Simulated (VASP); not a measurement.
A VASP calculation is set up with these files.

KPOINTS:
```
Automatic mesh
0
Gamma
5 5 5
0 0 0
```

File POSCAR:
```
CoGe
1
    4.4878810000     0.0000000000     0.0000000000
    0.0000000000     4.4878810000     0.0000000000
    0.0000000000     0.0000000000     4.4878810000
Co Ge
4 4
Direct
  0.1368300000   0.1368300000   0.1368300000
  0.3631700000   0.8631700000   0.6368300000
  0.6368300000   0.3631700000   0.8631700000
  0.8631700000   0.6368300000   0.3631700000
  0.8398100000   0.8398100000   0.8398100000
  0.6601900000   0.1601900000   0.3398100000
  0.3398100000   0.6601900000   0.1601900000
  0.1601900000   0.3398100000   0.6601900000
```

**INCAR**
```
NELM=100   # most electronic steps
SYSTEM=CoGe
LASPH=.True.   # aspherical one-centre terms
LMAXMIX=4
PREC=Accurate
EDIFF=1E-6   # SCF stop (eV)
ISIF=2   # forces and stress, cell fixed
ALGO=Normal   # blocked Davidson
GGA=PS
ENCUT=300
ISMEAR=0   # Gaussian
LWAVE=.False.
LCHARG=.False.
LREAL=.False.   # projection in real space or not
SIGMA=0.1   # width (eV)
```

POTCAR, in this order: Co Ge_d (PBE.64 set). Program: vasp_std.

Task: Write an equivalent input for Ansatz.

Result: One equivalent input (not run):
Ansatz 0.2 input:
```yaml
crystal:
  lattice:
    - [4.4878810, 0.0000000, 0.0000000]
    - [0.0000000, 4.4878810, 0.0000000]
    - [0.0000000, 0.0000000, 4.4878810]
  atoms:
    - { symbol: Co, position: [0.1368300, 0.1368300, 0.1368300] }
    - { symbol: Co, position: [0.3631700, 0.8631700, 0.6368300] }
    - { symbol: Co, position: [0.6368300, 0.3631700, 0.8631700] }
    - { symbol: Co, position: [0.8631700, 0.6368300, 0.3631700] }
    - { symbol: Ge, position: [0.8398100, 0.8398100, 0.8398100] }
    - { symbol: Ge, position: [0.6601900, 0.1601900, 0.3398100] }
    - { symbol: Ge, position: [0.3398100, 0.6601900, 0.1601900] }
    - { symbol: Ge, position: [0.1601900, 0.3398100, 0.6601900] }
kpoints:
  mp_grid: { grid: [5, 5, 5] }
hamiltonian:
  xc: pbesol
  pseudopotentials: { kind: paw }
scf:
  occupations: { method: gaussian, width: 0.1 }
  max_iter: 100
output: { forces: true, stress: true, eigenvalues: true }
```
Limits of the translation: each code has its own PAW files, so the cut-off isn't converted (ENCUT is set for VASP's; basis.ecutwfc is left out, and Ansatz then takes the one that its files recommend); Ansatz stops its SCF on the density residual and VASP on the energy change (EDIFF).

The structure comes from a computed database's CoGe entry; how it stands against other phases isn't given here. The cell was not relaxed at this level, and its volume differs by -5.9 % from the start's.
